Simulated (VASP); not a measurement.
Data:

```
CELL_PARAMETERS angstrom
      1.85623    -3.21508     0.00000
      1.85623     3.21508     0.00000
      0.00000     0.00000    11.87854
ATOMIC_POSITIONS crystal
  La 0.00000 0.00000 0.50000
  La 0.00000 0.00000 0.00000
  La 0.33333 0.66667 0.25000
  La 0.66667 0.33333 0.75000
```

Calculation: rev-vdW-DF2, VASP's PBE PAW potentials (set 64) (plane waves; VASP). Settings: 520 eV cut-off, 11×11×3 Γ-centred mesh, tetrahedra with Blöchl corrections, potentials La.

The cores are frozen, which limits the accuracy of field gradients.

Problem. Give the principal components of the electric field gradient (V/Å²) and the asymmetry η at each nucleus.

Solution. 
```
atom    Vxx    Vyy   Vzz     η
----  -----  -----  ----  ----
La1   -13.2  -13.2  26.3  0.00
La2   -13.2  -13.2  26.3  0.00
La3   -18.5  -18.5  37.0  0.00
La4   -18.5  -18.5  37.0  0.00
```

The compound is La in the dhcp structure. It was relaxed first, which changed the volume by -5 %.
